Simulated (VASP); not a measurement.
Here is the system:

```
O2Si
1.0
    2.67931     0.00000     0.00000
   -1.33966     2.32035     0.00000
    0.00000     0.00000    17.68870
Si O
1 2
Direct
  0.00000   0.00000   0.50000
  0.33333   0.66667   0.55094
  0.66667   0.33333   0.44906
```

Method: r2SCAN meta-GGA, VASP's PBE PAW potentials (set 64) (plane waves; VASP 6.6.1). Run with 520 eV cut-off, 11×11×1 Γ-centred mesh, tetrahedra with Blöchl corrections, potentials Si O.

The cell holds a wide vacuum, so values per volume refer to the whole cell.

### Question
Estimate the energy per atom (σ→0), band gap (over mesh and band path) with the smallest direct gap where there is one.

### Answer

```json
{
  "band gap (over mesh and band path)": "7.81 eV",
  "smallest direct gap (over mesh and band path)": "8.43 eV",
  "energy per atom (σ→0)": "-9588 meV/atom"
}
```

Only differences to runs with the same potentials and settings are physical.

The cell is a sheet with vacuum, built from a generated structure.
